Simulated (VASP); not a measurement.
Output of a VASP run:

**OSZICAR**
```
       N       E                     dE             d eps       ncg     rms          rms(c)
DAV:   1     0.498070563134E+03    0.49807E+03   -0.18750E+04   920   0.172E+03
DAV:   2     0.478271074614E+02   -0.45024E+03   -0.44552E+03   944   0.573E+02
DAV:   3    -0.463253084747E+02   -0.94152E+02   -0.91850E+02  1440   0.201E+02
DAV:   4    -0.505193686797E+02   -0.41941E+01   -0.41890E+01  1212   0.482E+01
DAV:   5    -0.506993482131E+02   -0.17998E+00   -0.17983E+00  1386   0.103E+01    0.266E+01
DAV:   6    -0.432145309579E+02    0.74848E+01   -0.48113E+01  1400   0.578E+01    0.168E+01
DAV:   7    -0.429626397531E+02    0.25189E+00   -0.23524E+00  1369   0.129E+01    0.113E+01
DAV:   8    -0.428692008101E+02    0.93439E-01   -0.58179E-01  1339   0.684E+00    0.191E+00
DAV:   9    -0.428544613444E+02    0.14739E-01   -0.11650E-01  1135   0.257E+00    0.834E-01
DAV:  10    -0.428540838976E+02    0.37745E-03   -0.55496E-03  1355   0.776E-01    0.275E-01
DAV:  11    -0.428540524347E+02    0.31463E-04   -0.10095E-03  1340   0.245E-01    0.369E-02
DAV:  12    -0.428540540535E+02   -0.16188E-05   -0.71033E-05  1395   0.837E-02    0.274E-02
DAV:  13    -0.428540523993E+02    0.16542E-05   -0.13943E-05  1408   0.374E-02    0.310E-03
DAV:  14    -0.428540525331E+02   -0.13375E-06   -0.81879E-07  1248   0.825E-03    0.419E-03
DAV:  15    -0.428540524843E+02    0.48748E-07   -0.98780E-08   817   0.290E-03
   1 F= -.42854052E+02 E0= -.42854052E+02  d E =0.000000E+00
```

**OUTCAR**
```
------------------------ aborting loop because EDIFF is reached ----------------------------------------
  FORCE on cell =-STRESS in cart. coord.  units (eV):
  Direction    XX          YY          ZZ          XY          YZ          ZX
  --------------------------------------------------------------------------------------
  Total       -0.0388802     -0.0388802     -0.0388802      0.0000000      0.0000000      0.0000000
  in kB       -0.9970911     -0.9970911     -0.9970911      0.0000000      0.0000000      0.0000000
  external PRESSURE =      -0.9970911 kB  Pullay stress =       0.0000000 kB
  volume of cell :       62.47
      direct lattice vectors                 reciprocal lattice vectors
     3.967966427  0.000000000  0.000000000     0.252018261  0.000000000  0.000000000
     0.000000000  3.967966427  0.000000000     0.000000000  0.252018261  0.000000000
     0.000000000  0.000000000  3.967966427     0.000000000  0.000000000  0.252018261
 POSITION                                       TOTAL-FORCE (eV/Angst)
 -----------------------------------------------------------------------------------
      0.00000      0.00000      0.00000         0.000000      0.000000      0.000000
      1.98398      1.98398      1.98398         0.000000      0.000000      0.000000
      0.00000      1.98398      1.98398         0.000000      0.000000      0.000000
      1.98398      1.98398      0.00000         0.000000      0.000000      0.000000
      1.98398      0.00000      1.98398         0.000000      0.000000      0.000000
 -----------------------------------------------------------------------------------
    total drift:                                0.000000      0.000000     -0.000000
  FREE ENERGIE OF THE ION-ELECTRON SYSTEM (eV)
  ---------------------------------------------------
  free  energy   TOTEN  =       -42.8540524843 eV

  energy  without entropy=      -42.8540524843  energy(sigma->0) =      -42.85405248

 total charge

# of ion       s       p       d       tot
------------------------------------------
    1        0.193   6.340   0.745   7.278
    2        2.286   6.434   1.364  10.084
    3        1.562   3.461   0.000   5.023
    4        1.562   3.461   0.000   5.023
    5        1.562   3.461   0.000   5.023
--------------------------------------------------
tot          7.165  23.159   2.109  32.432

 Electric field gradients after diagonalization (V/A^2)
 (convention: |V_zz| > |V_xx| > |V_yy|)
----------------------------------------------------------------------
 ion       V_xx      V_yy      V_zz     asymmetry (V_yy - V_xx)/ V_zz
----------------------------------------------------------------------
   1      -0.000     0.000    -0.000      -0.666
   2      -0.000     0.000    -0.000      -0.560
   3      35.109    35.109   -70.218       0.000
   4      35.109    35.109   -70.218       0.000
   5      35.109    35.109   -70.218       0.000
```
(Selected blocks of OUTCAR.)

**POSCAR**
```
DyScO3
1
    3.9679664267     0.0000000000     0.0000000000
    0.0000000000     3.9679664267     0.0000000000
    0.0000000000     0.0000000000     3.9679664267
Dy Sc O
1 1 3
Direct
  0.0000000000   0.0000000000   0.0000000000
  0.5000000000   0.5000000000   0.5000000000
  0.0000000000   0.5000000000   0.5000000000
  0.5000000000   0.5000000000   0.0000000000
  0.5000000000   0.0000000000   0.5000000000
```

Question: Write an INCAR and KPOINTS that could have produced this output.

Answer: This is not unique; one that fits is the input of the run itself, PBEsol GGA, plane waves, VASP's PBE PAW potentials (set 64).

KPOINTS:
```
Automatic mesh
0
Gamma
6 6 6
0 0 0
```

**INCAR**
```
LMAXMIX  =  6   ! l cut-off of mixed one-centre charges
LCHARG  =  .TRUE.
EDIFF  =  1E-7   ! SCF stop (eV)
LREAL  =  .FALSE.   ! projection in real space or not
GGA  =  PS   ! PBEsol
PREC  =  Accurate
ENCUT  =  520
NELM  =  100   ! most electronic steps
ALGO  =  Normal   ! blocked Davidson
SYSTEM  =  DyScO3
LEFG  =  .TRUE.
LWAVE  =  .FALSE.
LORBIT  =  11   ! lm-projected
ISMEAR  =  -5
NEDOS  =  601
ISIF  =  2   ! forces and stress, cell fixed
LASPH  =  .TRUE.   ! aspherical one-centre terms
```

POTCAR, in this order: Dy_3 Sc_sv O (PBE.64 set). Program: vasp_std.

The 4f electrons are frozen in the core of the lanthanide potential, so 4f levels, which can set the real gap, and their magnetism are missing.

The structure was generated: DyScO3 was put into the cubic-perovskite type (Pm-3m), which need not be its known phase. It was relaxed first, which changed the volume by +7 %.
